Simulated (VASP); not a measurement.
Level of theory: PBE GGA, VASP's PBE PAW potentials (set 64) (plane waves; VASP).

The input files of a VASP run:

INCAR:
```
SYSTEM = Lu
PREC = Accurate
ENCUT = 150
EDIFF = 1E-6
NELM = 100
ALGO = Normal
LREAL = .FALSE.
LASPH = .TRUE.
ISMEAR = 0
SIGMA = 0.05
GGA = PE
LMAXMIX = 6
LWAVE = .FALSE.
LCHARG = .FALSE.
ISIF = 3
IBRION = 2
NSW = 50
EDIFFG = -0.01
```

**POSCAR**
```
Lu
1
    3.5764500000     0.0000000000     0.0000000000
   -1.7882250000     3.0972970000     0.0000000000
    0.0000000000     0.0000000000     5.5364850000
Lu
2
Direct
  0.3333330000   0.6666670000   0.2500000000
  0.6666670000   0.3333330000   0.7500000000
```

### KPOINTS
```
Automatic mesh
0
gamma
 2 2 2
0.5 0.5 0.5
```

POTCAR, in this order: Lu_3 (PBE.64 set). Program: vasp_std.

Question: What will the output report for the number of irreducible k-points (NKPTS), largest plane-wave count, number of space-group operations, FFT grid (NGX, NGY, NGZ)?

Answer: 
The number of irreducible k-points (NKPTS) is 2, the largest plane-wave count comes out as 260 and the number of space-group operations is 24. The FFT grid (NGX, NGY, NGZ) is 14 × 14 × 24.

The structure comes from a computed database's Lu entry; how it stands against other phases isn't given here. This run relaxes it. Symmetry was kept, so distortions that lower it aren't found. The k-mesh is coarse (spacing up to 1.02 per Å, 2π included), so the numbers may not be converged in it. The run is one of a series of settings (EDIFFG = -0.01, ENCUT = 150, IBRION = 2, ISIF = 3, NSW = 50, KPOINTS 2×2×2 Γ-centred mesh shifted by (0.5, 0.5, 0.5) against the base run), some of them coarse on purpose.
